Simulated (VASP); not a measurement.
Here is a VASP 6.6.1 calculation.

File INCAR:

```
PREC     = Accurate       # precision mode
ENCUT    = 520            # plane-wave cutoff, eV
EDIFF    = 1E-7           # SCF threshold, eV
ISMEAR   = -1             # smearing method
SIGMA    = 0.05           # smearing width, eV
LREAL    = F              # projectors in reciprocal space
LASPH    = T              # aspherical terms in the spheres
NELM     = 60             # most SCF steps
ALGO     = Normal         # electronic algorithm
ISIF     = 2              # what is computed and relaxed
LWAVE    = F              # write WAVECAR
LCHARG   = F              # write CHGCAR
GGA      = PS             # functional
NBANDS   = 33             # bands
KPAR     = 2
```

KPOINTS

```
Automatic mesh
0
Gamma
  6 6 10
```

Contents of POSCAR:

```
MoN2
1.0
    4.3480530000      0.0000000000      0.0000000000
    0.0000000000      4.3480530000      0.0000000000
    0.0000000000      0.0000000000      2.7674600000
Mo N
2 4
Direct
    0.0000000000      0.0000000000      0.0000000000
    0.5000000000      0.5000000000      0.0000000000
    0.6116470000      0.8883530000      0.5000000000
    0.3883530000      0.1116470000      0.5000000000
    0.1116470000      0.6116470000      0.5000000000
    0.8883530000      0.3883530000      0.5000000000
```

Potentials or basis: VASP PAW PBE potentials, release 64 (Mo_sv, N).

The run is started by

```console
$ cat potpaw_PBE.64/Mo_sv/POTCAR potpaw_PBE.64/N/POTCAR > POTCAR
$ mpirun -np 2 vasp_std > vasp.out
```

**Question.** What does it give for the largest force?

**Answer.** 0.157 eV/Å.

**Question.** Estimate the pressure.

**Answer.** -13.5 GPa.

**Question.** What does it give for the band gap on the k mesh?

**Answer.** None (metal or under the smearing width).

Stress tensor (GPa, compression positive):
```
-12.94   0.00   0.00
  0.00 -12.94   0.00
  0.00   0.00 -14.72
```

Caveat: the PAW data sets were made with another functional, which shifts forces and pressure a little.
